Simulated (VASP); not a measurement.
Data:

```
CELL_PARAMETERS angstrom
      2.00912    -3.32165     0.00000
      2.00912     3.32165     0.00000
      0.00000     0.00000     5.12339
ATOMIC_POSITIONS crystal
  Ni 0.00000 0.00000 0.50000
  Ni 0.00000 0.00000 0.00000
  Sb 0.33333 0.66667 0.25000
  Sb 0.67971 0.34637 0.75000
```
Cell charge +0.5.

Calculation: PBE GGA, VASP's PBE PAW potentials (set 64) (plane waves; VASP 6.6.1). Run with NELECT = 29.5, 400 eV cut-off, 8×8×6 Γ-centred mesh, Gaussian smearing of 0.050 eV, potentials Ni Sb.

The cell is charged, with a uniform compensating background. Unless said otherwise, spin-orbit coupling is left out, though it shifts the bands of the heavy elements here.

Task: What does the run give for the energy per atom (σ→0), pressure, largest force, band gap (on the k-mesh) with the smallest direct gap where there is one?

Result: 
```json
{
  "band gap (on the k-mesh)": "none (metal, semimetal or under 0.01 eV)",
  "energy per atom (σ→0)": "-6301 meV/atom",
  "pressure": "-13.83 GPa",
  "largest_force": "0.469 eV/Å"
}
```

Only differences to runs with the same potentials and settings are physical.

The compound is NiSb in the NiAs type structure. The cell was not relaxed at this level, atoms are displaced from their ideal sites. The run is one of a series of settings (ISMEAR = 0, NELECT = 29.5, SIGMA = 0.05 against the base run), some of them coarse on purpose. The run is not spin-polarised, so no magnetic state was tried.
